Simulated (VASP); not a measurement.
Input for VASP

**POSCAR**
```
KF
1.0
  0.0000000000   2.7103066905   2.7103066905
  2.7103066905   0.0000000000   2.7103066905
  2.7103066905   2.7103066905   0.0000000000
K F
1 1
Cart
  0.0000000000   0.0000000000   0.0000000000
  2.7103066905   2.7103066905   2.7103066905
```

### INCAR
```
LREAL=.FALSE.   # projection in real space or not
LWAVE=.FALSE.
NSW=40
IBRION=2   # conjugate gradients
PSTRESS=100   # kbar
ENCUT=600   # plane-wave cut-off (eV)
GGA=PE
LCHARG=.FALSE.
ISMEAR=0
ALGO=Normal
PREC=Accurate
EDIFF=1E-7
LASPH=.TRUE.   # aspherical one-centre terms
SIGMA=0.05
EDIFFG=-0.01   # ionic stop
ISIF=3   # ions, shape and volume
NELM=100   # most electronic steps
SYSTEM=KF
```

File KPOINTS:
```
Regular mesh
0
gamma
8 8 8
0 0 0
```

POTCAR, in this order: K_sv F (PBE.64 set). Program: vasp_std.

**Question.** Translate this PBE calculation to Ansatz.

**Answer.** One equivalent input (not run):
Ansatz 0.2 input:
```yaml
crystal:
  lattice:
    - [0.0000000, 2.7103067, 2.7103067]
    - [2.7103067, 0.0000000, 2.7103067]
    - [2.7103067, 2.7103067, 0.0000000]
  atoms:
    - { symbol: K, position: [0.0000000, 0.0000000, 0.0000000] }
    - { symbol: F, position: [0.5000000, 0.5000000, 0.5000000] }
kpoints:
  mp_grid: { grid: [8, 8, 8] }
hamiltonian:
  xc: pbe
  pseudopotentials: { kind: paw }
scf:
  occupations: { method: gaussian, width: 0.05 }
  max_iter: 100
relax:
  max_steps: 40
  f_tol: 0.01
  cell: { p_target: 10 }
output: { forces: true, stress: true, eigenvalues: true }
```
The two are equivalent in intent, not identical: each code has its own PAW files, so the cut-off isn't converted (ENCUT is set for VASP's; basis.ecutwfc is left out, and Ansatz then takes the one that its files recommend); Ansatz stops its SCF on the density residual and VASP on the energy change (EDIFF).

The compound is KF in the rock salt structure. This run relaxes it under an external pressure of 10 GPa. Symmetry was kept, so distortions that lower it aren't found.
